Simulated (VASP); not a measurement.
Calculation: SCAN meta-GGA, VASP's PBE PAW potentials (set 64) (plane waves; VASP).

VASP ran on this input.

**INCAR**
```
# general
SYSTEM   =  La2O3
PREC     =  Accurate
ENCUT    =  520
LREAL    =  .FALSE.   # projection in real space or not
LASPH    =  .TRUE.

# electronic loop
EDIFF    =  1E-6
NELM     =  100   # most electronic steps
ALGO     =  Normal   # blocked Davidson
LMAXMIX  =  6
LMIXTAU  =  .TRUE.

# smearing
ISMEAR   =  0
SIGMA    =  0.05

# functional
METAGGA  =  SCAN

# ions
IBRION   =  2   # conjugate gradients
NSW      =  60
ISIF     =  3
EDIFFG   =  -0.02

# output
LWAVE    =  .FALSE.
LCHARG   =  .FALSE.
```

### POSCAR
```
La2O3
1
    1.9491707173    -3.3760626270     0.0000000000
    1.9491707173     3.3760626270    -0.0000000000
    0.0000000000    -0.0000000000     6.0580164254
La O
2 3
Direct
  0.3333330000   0.6666670000   0.2456635581
  0.6666670000   0.3333330000   0.7543364419
  0.0000000000   1.0000000000   0.0000000000
  0.3333330000   0.6666670000   0.6459555080
  0.6666670000   0.3333330000   0.3540444920
```

### KPOINTS
```
Automatic mesh
0
Gamma
6 6 4
0 0 0
```

POTCAR, in this order: La O (PBE.64 set). Program: vasp_std.

Energy and stress use the plane-wave basis of the starting cell.

Problem. Predict the energy per atom (σ→0), volume per atom, band gap (on the k-mesh).

Solution. 
```json
{
  "energy per atom (σ→0)": "-24.753 eV/atom",
  "band gap (on the k-mesh)": "4.21 eV",
  "volume_per_atom": "16.29 Å³/atom"
}
```

**OSZICAR**
```
...
DAV:   4    -0.123762725000E+03   -0.13274E-04   -0.96809E-04  2296   0.342E-01    0.250E-02
DAV:   5    -0.123762801783E+03   -0.76783E-04   -0.17620E-04  2072   0.161E-01    0.155E-02
DAV:   6    -0.123762810156E+03   -0.83735E-05   -0.50444E-05  2304   0.766E-02    0.116E-02
DAV:   7    -0.123762813768E+03   -0.36119E-05   -0.12563E-05  1896   0.390E-02    0.804E-03
DAV:   8    -0.123762819283E+03   -0.55143E-05   -0.77071E-06  2048   0.317E-02    0.299E-03
DAV:   9    -0.123762821526E+03   -0.22431E-05   -0.26119E-06  1024   0.240E-02    0.125E-03
DAV:  10    -0.123762821392E+03    0.13341E-06   -0.12448E-06   912   0.220E-02
   5 F= -.12376282E+03 E0= -.12376282E+03  d E =-.816183E-03
```

The compound is La2O3 in the a-type structure. This run relaxes it. Symmetry was kept, so distortions that lower it aren't found.
